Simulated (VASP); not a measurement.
An input for Ansatz (written as the equivalent of a VASP run, and not itself run):

Ansatz 0.2 input:
```yaml
crystal:
  lattice:
    - [0.0000000, 3.2923078, 3.2923078]
    - [3.2923078, 0.0000000, 3.2923078]
    - [3.2923078, 3.2923078, 0.0000000]
  atoms:
    - { symbol: Te, position: [0.5000000, 0.5000000, 0.5000000] }
    - { symbol: Pb, position: [0.0000000, 0.0000000, 0.0000000] }
kpoints:
  mp_grid: { grid: [7, 7, 7] }
hamiltonian:
  xc: rpbe
  pseudopotentials: { kind: paw }
scf:
  occupations: { method: gaussian, width: 0.05 }
  max_iter: 100
output: { forces: true, stress: true, eigenvalues: true }
```

**Question.** Write the VASP files for the same calculation (RPBE).

**Answer.** Several could match; the one computed here: 
**KPOINTS**
```
Automatic mesh
0
Gamma
7 7 7
0 0 0
```

### INCAR
```
! general
SYSTEM  = PbTe
PREC    = Accurate
ENCUT   = 520
LREAL   = .FALSE.
LASPH   = .TRUE.

! electronic loop
EDIFF   = 1E-7
NELM    = 100
ALGO    = Normal
LMAXMIX = 4

! smearing
ISMEAR  = 0
SIGMA   = 0.05

! functional
GGA     = RP

! ions
ISIF    = 2

! output
LWAVE   = .FALSE.
LCHARG  = .FALSE.
```

POSCAR:
```
PbTe
4.6560260
  0.0000000000   0.7071068416   0.7071068416
  0.7071068416   0.0000000000   0.7071068416
  0.7071068416   0.7071068416   0.0000000000
Te Pb
1 1
Cartesian
  0.7071068416   0.7071068416   0.7071068416
  0.0000000000   0.0000000000   0.0000000000
```

POTCAR, in this order: Te Pb_d (PBE.64 set). Program: vasp_std.

What does not carry over: each code has its own PAW files, so the cut-off isn't converted (ENCUT is set for VASP's; basis.ecutwfc is left out, and Ansatz then takes the one that its files recommend); Ansatz stops its SCF on the density residual and VASP on the energy change (EDIFF).

The compound is PbTe in the rock salt structure. This cell is one point of a volume scan, at 0.97 of the reference volume.
